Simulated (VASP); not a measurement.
Method: r2SCAN meta-GGA, VASP's PBE PAW potentials (set 64) (plane waves; VASP).

Input for VASP

INCAR:
```
ALGO  =  Normal
EDIFF  =  1E-6
EDIFFG  =  -0.01
ENCUT  =  400
IBRION  =  2
ISIF  =  3
ISMEAR  =  1
LASPH  =  .TRUE.
LCHARG  =  .FALSE.
LMAXMIX  =  6
LMIXTAU  =  .TRUE.
LREAL  =  .FALSE.
LWAVE  =  .FALSE.
METAGGA  =  R2SCAN
NELM  =  100
NSW  =  60
PREC  =  Accurate
SIGMA  =  0.1
SYSTEM  =  GePt
```

**POSCAR**
```
GePt
1.0
  3.1561467800   0.0000000000   0.0000000000
  0.0000000000   3.1561467800   0.0000000000
  0.0000000000   0.0000000000   3.1561467800
Pt Ge
1 1
Cart
  0.0000000000   0.0000000000   0.0000000000
  1.5780733900   1.5780733900   1.5780733900
```

File KPOINTS:
```
Automatic mesh
0
Gamma
10 10 10
0 0 0
```

POTCAR, in this order: Pt Ge_d (PBE.64 set). Program: vasp_std.

Unless said otherwise, spin-orbit coupling is left out, though it shifts the bands of the heavy elements here.

Question: Predict the energy per atom (σ→0), volume per atom, band gap (on the k-mesh).

Answer: 
```json
{
  "energy per atom (σ→0)": "-32.716 eV/atom",
  "band gap (on the k-mesh)": "none (metal, semimetal or under 0.01 eV)",
  "volume_per_atom": "15.65 Å³/atom"
}
```

**OSZICAR**
```
...
DAV:   3    -0.654321890482E+02    0.61455E-03   -0.11279E-03  2248   0.613E-01    0.120E-01
DAV:   4    -0.654318723413E+02    0.31671E-03   -0.55943E-04  2296   0.339E-01    0.314E-02
DAV:   5    -0.654318652032E+02    0.71381E-05   -0.14740E-04  2280   0.144E-01    0.131E-02
DAV:   6    -0.654318983773E+02   -0.33174E-04   -0.37156E-05  2136   0.508E-02    0.385E-03
DAV:   7    -0.654319024551E+02   -0.40778E-05   -0.18785E-06  1720   0.111E-02    0.260E-03
DAV:   8    -0.654319044783E+02   -0.20232E-05   -0.50139E-07   960   0.912E-03    0.292E-04
DAV:   9    -0.654319047403E+02   -0.26197E-06   -0.16034E-07   920   0.448E-03
   3 F= -.65431905E+02 E0= -.65432361E+02  d E =-.263758E-03
```

The structure was generated: GePt was put into the CsCl type (Pm-3m), which need not be its known phase. This run relaxes it. Symmetry was kept, so distortions that lower it aren't found. The start is the result of an earlier pass.
